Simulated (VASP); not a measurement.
Output of a VASP run:

**OSZICAR**
```
       N       E                     dE             d eps       ncg     rms          rms(c)
DAV:   1     0.436550304101E+03    0.43655E+03   -0.21100E+04   700   0.111E+03
DAV:   2    -0.142890161673E+02   -0.45084E+03   -0.43940E+03   746   0.359E+02
DAV:   3    -0.456154421219E+02   -0.31326E+02   -0.30893E+02   746   0.930E+01
DAV:   4    -0.465550954705E+02   -0.93965E+00   -0.93440E+00   768   0.155E+01
DAV:   5    -0.465791053714E+02   -0.24010E-01   -0.23979E-01   788   0.236E+00    0.304E+01
DAV:   6    -0.450583878462E+02    0.15207E+01   -0.98659E+00   756   0.180E+01    0.114E+01
DAV:   7    -0.448318499082E+02    0.22654E+00   -0.41515E+00   734   0.866E+00    0.577E+00
DAV:   8    -0.446839066757E+02    0.14794E+00   -0.59449E-01   802   0.445E+00    0.129E+00
DAV:   9    -0.446865961028E+02   -0.26894E-02   -0.87490E-02   762   0.130E+00    0.654E-01
DAV:  10    -0.446853590155E+02    0.12371E-02   -0.63271E-03   786   0.519E-01    0.275E-01
DAV:  11    -0.446853640655E+02   -0.50500E-05   -0.27315E-03   814   0.295E-01    0.572E-02
DAV:  12    -0.446853895375E+02   -0.25472E-04   -0.28562E-04   792   0.107E-01    0.386E-02
DAV:  13    -0.446854046796E+02   -0.15142E-04   -0.31740E-05   738   0.305E-02    0.259E-02
DAV:  14    -0.446854055132E+02   -0.83363E-06   -0.30221E-05   824   0.297E-02    0.375E-03
DAV:  15    -0.446854063973E+02   -0.88406E-06   -0.19600E-06   588   0.784E-03
   1 F= -.44685406E+02 E0= -.44685406E+02  d E =-.248582E-10  mag=     0.0000     0.0000    -0.0000
```

**OUTCAR**
```
------------------------ aborting loop because EDIFF is reached ----------------------------------------
  FORCE on cell =-STRESS in cart. coord.  units (eV):
  Direction    XX          YY          ZZ          XY          YZ          ZX
  --------------------------------------------------------------------------------------
  Total        3.6252397      3.6252390      4.6268916      0.0000000     -0.0000000     -0.0000000
  in kB       48.1165326     48.1165235     61.4111067      0.0000000     -0.0000000     -0.0000000
  external PRESSURE =      52.5480543 kB  Pullay stress =       0.0000000 kB
  volume of cell :      120.71
      direct lattice vectors                 reciprocal lattice vectors
     1.639836000 -2.840279000  0.000000000     0.304908540 -0.176039044  0.000000000
     1.639836000  2.840279000  0.000000000     0.304908540  0.176039044  0.000000000
     0.000000000  0.000000000 12.958704000     0.000000000  0.000000000  0.077168211
 POSITION                                       TOTAL-FORCE (eV/Angst)
 -----------------------------------------------------------------------------------
      1.63984      0.94676      3.23968        -0.000000      0.000000      0.000000
      1.63984     -0.94676      9.71903         0.000000     -0.000000      0.000000
      1.63984      0.94676     11.39070        -0.000000     -0.000000      0.306904
      1.63984     -0.94676      4.91135        -0.000000      0.000000      0.306904
      1.63984     -0.94676      1.56800         0.000000      0.000000     -0.306904
      1.63984      0.94676      8.04736        -0.000000     -0.000000     -0.306904
 -----------------------------------------------------------------------------------
    total drift:                                0.000137     -0.000000     -0.000000
  FREE ENERGIE OF THE ION-ELECTRON SYSTEM (eV)
  ---------------------------------------------------
  free  energy   TOTEN  =       -44.6854063973 eV

  energy  without entropy=      -44.6854063972  energy(sigma->0) =      -44.68540640

 total charge

# of ion       s       p       d       tot
------------------------------------------
    1        2.311   6.289   3.398  11.999
    2        2.311   6.289   3.398  11.999
    3        1.476   2.359   0.072   3.908
    4        1.476   2.359   0.072   3.908
    5        1.476   2.359   0.072   3.908
    6        1.476   2.359   0.072   3.908
--------------------------------------------------
tot         10.527  22.015   7.086  39.629

 magnetization (x)

# of ion       s       p       d       tot
------------------------------------------
    1        0.000   0.000   0.000   0.000
    2        0.000   0.000  -0.000  -0.000
    3        0.000  -0.000   0.000  -0.000
    4        0.000   0.000  -0.000   0.000
    5        0.000  -0.000   0.000  -0.000
    6        0.000   0.000  -0.000   0.000
--------------------------------------------------
tot          0.000   0.000   0.000   0.000

 magnetization (y)

# of ion       s       p       d       tot
------------------------------------------
    1       -0.000  -0.000  -0.000  -0.000
    2       -0.000   0.000   0.000   0.000
    3        0.000   0.000   0.000   0.000
    4        0.000   0.000   0.000   0.000
    5        0.000   0.000   0.000   0.000
    6        0.000   0.000   0.000   0.000
--------------------------------------------------
tot         -0.000  -0.000  -0.000  -0.000

 magnetization (z)

# of ion       s       p       d       tot
...
```
(Selected blocks of OUTCAR.)

**POSCAR**
```
WSe2
1
    1.6398360000    -2.8402790000     0.0000000000
    1.6398360000     2.8402790000     0.0000000000
    0.0000000000     0.0000000000    12.9587040000
W Se
2 4
Direct
  0.3333330000   0.6666670000   0.2500000000
  0.6666670000   0.3333330000   0.7500000000
  0.3333330000   0.6666670000   0.8790000000
  0.6666670000   0.3333330000   0.3790000000
  0.6666670000   0.3333330000   0.1210000000
  0.3333330000   0.6666670000   0.6210000000
```

Q: Write an INCAR and KPOINTS that could have produced this output.

A: Several could match; the one computed here: the input of the run itself, PBE GGA with spin-orbit coupling, plane waves, VASP's PBE PAW potentials (set 64).

INCAR:
```
ALGO = Normal
EDIFF = 1E-6
ENCUT = 300
GGA = PE
GGA_COMPAT = .FALSE.
ISIF = 2
ISMEAR = -1
LASPH = .TRUE.
LCHARG = .FALSE.
LMAXMIX = 6
LNONCOLLINEAR = .TRUE.
LORBIT = 11
LREAL = .FALSE.
LSORBIT = .TRUE.
LWAVE = .FALSE.
MAGMOM = 18*0.0
NELM = 100
PREC = Accurate
SIGMA = 0.02
SYSTEM = WSe2
```

File KPOINTS:
```
Automatic mesh
0
Gamma
5 5 1
0 0 0
```

POTCAR, in this order: W_sv Se (PBE.64 set). Program: vasp_ncl.

At this cut-off the stress carries a Pulay error, which pulls relaxed volumes low.

The structure is a typed WSe2 crystal (P6_3/mmc). The cell was not relaxed at this level. The k-mesh is coarse (spacing up to 0.48 per Å, 2π included), so the numbers may not be converged in it. The run is one of a series of settings (GGA_COMPAT = .FALSE., LNONCOLLINEAR = .TRUE., LSORBIT = .TRUE., MAGMOM = 0.0 0.0 0.0 0.0 0.0 0.0 0.0 0.0 0.0 0.0 0.0 0.0 0.0 0.0 0.0 0.0 0.0 0.0, program vasp_ncl against the base run), some of them coarse on purpose.
